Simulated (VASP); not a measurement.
An input for Quantum ESPRESSO's pw.x (written as the equivalent of a VASP run, and not itself run):

```
&CONTROL
  calculation = 'vc-relax'
  pseudo_dir = './pseudo'
  outdir = './out'
  tprnfor = .true.
  tstress = .true.
  nstep = 40
  forc_conv_thr = 0.00078
/
&SYSTEM
  ibrav = 0
  nat = 3
  ntyp = 2
  ecutwfc = 68
  occupations = 'smearing'
  smearing = 'gaussian'
  degauss = 0.003675
  input_dft = 'pbe'
/
&ELECTRONS
  conv_thr = 7.3e-08
  electron_maxstep = 100
/
&IONS
/
&CELL
  press = 50
/
ATOMIC_SPECIES
  Sr 87.620 Sr.upf
  Cl 35.450 Cl.upf
CELL_PARAMETERS angstrom
     0.0000000    3.5195766    3.5195766
     3.5195766    0.0000000    3.5195766
     3.5195766    3.5195766    0.0000000
ATOMIC_POSITIONS crystal
  Sr   0.0000000  0.0000000  0.0000000
  Cl   0.2500000  0.2500000  0.2500000
  Cl   0.7500000  0.7500000  0.7500000
K_POINTS automatic
  6 6 6 0 0 0
```

**Question.** Translate this input to VASP (INCAR, KPOINTS, POSCAR, choice of POTCAR).

**Answer.** One answer among several that fit: 
**INCAR**
```
! general
SYSTEM  = SrCl2
PREC    = Accurate
ENCUT   = 500
LREAL   = .FALSE.
LASPH   = .TRUE.

! electronic loop
EDIFF   = 1E-6
NELM    = 100
ALGO    = Normal
LMAXMIX = 4

! smearing
ISMEAR  = 0
SIGMA   = 0.05

! functional
GGA     = PE

! ions
IBRION  = 2
NSW     = 40
ISIF    = 3
EDIFFG  = -0.02
PSTRESS = 50

! output
LWAVE   = .FALSE.
LCHARG  = .FALSE.
```

File KPOINTS:
```
Regular mesh
0
Gamma
  6 6 6
```

POSCAR:
```
SrCl2
1.0
  0.0000000000   3.5195765713   3.5195765713
  3.5195765713   0.0000000000   3.5195765713
  3.5195765713   3.5195765713   0.0000000000
Sr Cl
1 2
Cart
  0.0000000000   0.0000000000   0.0000000000
  1.7597882857   1.7597882857   1.7597882857
  5.2793648570   5.2793648570   5.2793648570
```

POTCAR, in this order: Sr_sv Cl (PBE.64 set). Program: vasp_std.

Limits of the translation: the potentials are each code's own (VASP's PAW set, PseudoDojo norm-conserving files in pw.x), so ENCUT and ecutwfc are chosen apart and not converted; conv_thr bounds pw.x's estimated SCF error, while EDIFF bounds the energy change between steps; forc_conv_thr acts on force components and is met together with etot_conv_thr.

The compound is SrCl2 in the fluorite structure. This run relaxes it under an external pressure of 5 GPa. Symmetry was kept, so distortions that lower it aren't found.
